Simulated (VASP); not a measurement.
These are PBEsol GGA, VASP's PBE PAW potentials (set 64) (plane waves; VASP) values and carry that method's errors.

Input for VASP

POSCAR:
```
NaH(100) slab
48.5831230
  0.0696825727   0.0000000000   0.0000000000
  0.0000000000   0.0696825727   0.0000000000
  0.0000000000   0.0000000000   0.4999999999
Na H
4 4
Cart
  0.0696825727   0.0348412863   0.1761255539
  0.0348412863   0.0000000000   0.2253547474
  0.0000000000   0.0348412863   0.2746452525
  0.0348412863   0.0000000000   0.3238744460
  0.0696825727   0.0348412863   0.2253547162
  0.0348412863   0.0000000000   0.1760574848
  0.0696825727   0.0348412863   0.3239425151
  0.0348412863   0.0000000000   0.2746452838
```

KPOINTS:
```
Automatic mesh
0
Gamma
6 6 1
0 0 0
```

INCAR:
```
ALGO = Normal
DIPOL = 0.5 0.5 0.5
EDIFF = 1E-6
ENCUT = 400
GGA = PS
IDIPOL = 3
ISMEAR = 0
LASPH = .TRUE.
LCHARG = .FALSE.
LDIPOL = .TRUE.
LORBIT = 11
LREAL = .FALSE.
LVHAR = .TRUE.
LWAVE = .FALSE.
NELM = 100
NELMIN = 4
PREC = Normal
SIGMA = 0.05
SYSTEM = NaH(100) slab
```

POTCAR, in this order: Na_pv H (PBE.64 set). Program: vasp_std. Read from the step before: WAVECAR.

Problem. What will the output report for the number of irreducible k-points (NKPTS), largest plane-wave count, number of space-group operations, FFT grid (NGX, NGY, NGZ)?

Solution. 
```json
{
  "number of irreducible k-points (NKPTS)": "10",
  "largest_plane_wave_count": "5111",
  "number_of_space_group_operations": "16",
  "FFT grid (NGX, NGY, NGZ)": "18 × 18 × 120"
}
```

The cell is a thin slab with vacuum, built from NaH (rock salt): (100) face.
